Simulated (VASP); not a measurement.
```xyz
6
Lattice="1.7651 -3.0572 0.0000 1.7651 3.0572 0.0000 0.0000 0.0000 14.1287" Properties=species:S:1:pos:R:3 pbc="T T T"
Te     1.7651     1.0191    12.4222
Te     1.7651    -1.0191     5.3578
Te     1.7651    -1.0191     1.7066
Te     1.7651     1.0191     8.7709
Mo     1.7651     1.0191     3.5322
Mo     1.7651    -1.0191    10.5966
```

The numbers are results of PBEsol GGA, VASP's PBE PAW potentials (set 64) (plane waves; VASP), not measurements. Settings: 520 eV cut-off, 7×7×2 Γ-centred mesh, Gaussian smearing of 0.050 eV, potentials Te Mo_sv.

Without a dispersion term in the relaxation, distances and binding between the weakly bound layers, chains or molecules are unreliable, and so is what depends on them.

Problem. The ions and cell shape at fixed volume are relaxed. Give the cell that the relaxation ends in.

Solution. 
```xyz
6
Lattice="1.7533 -3.0368 0.0000 1.7533 3.0368 0.0000 0.0000 0.0000 14.3199" Properties=species:S:1:pos:R:3 pbc="T T T"
Te     1.7533     1.0123    12.5439
Te     1.7533    -1.0123     5.3840
Te     1.7533    -1.0123     1.7760
Te     1.7533     1.0123     8.9359
Mo     1.7533     1.0123     3.5800
Mo     1.7533    -1.0123    10.7399
```
Space group P6_3/mmc (194), at a tolerance of 0.03 Å.

Problem. How much energy does the relaxation gain?

Solution. The energy (σ→0) changes by -5.5 meV/atom, in 5 ionic steps.

The compound is MoTe2 in the 2H layered structure. This cell is one point of a volume scan, at 1.03 of the reference volume. Symmetry was kept, so distortions that lower it aren't found.
